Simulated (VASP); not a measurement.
Given:

```
CELL_PARAMETERS angstrom
      1.77618    -3.07643     0.00000
      1.77618     3.07643     0.00000
      0.00000     0.00000     5.46074
ATOMIC_POSITIONS crystal
  Er 0.33333 0.66667 0.25000
  Er 0.66667 0.33333 0.75000
```

Calculation: optB88-vdW, VASP's PBE PAW potentials (set 64) (plane waves; VASP). Numerical set-up: 520 eV cut-off, Gaussian smearing of 0.050 eV, potentials Er_3.

The 4f electrons are frozen in the core of the lanthanide potential, so 4f levels, which can set the real gap, and their magnetism are missing.

### Question
Give the energies of bands 7 to 12 at the high-symmetry points, in eV from the Fermi level.

### Answer

```tsv
band	Γ	M	K	A	L	H
7	-5.50	-2.10	-0.89	-3.80	-2.02	-0.62
8	-2.26	-1.43	-0.84	-3.80	-2.02	-0.62
9	1.34	-0.92	-0.84	1.15	0.11	-0.42
10	1.89	-0.09	-0.47	1.15	0.11	-0.42
11	1.89	1.52	1.27	1.77	1.65	0.55
12	2.48	1.73	1.27	1.77	1.65	0.55
```

It has no gap at this level: it comes out as a metal or semimetal.

The compound is Er in the hcp structure. It was relaxed first.
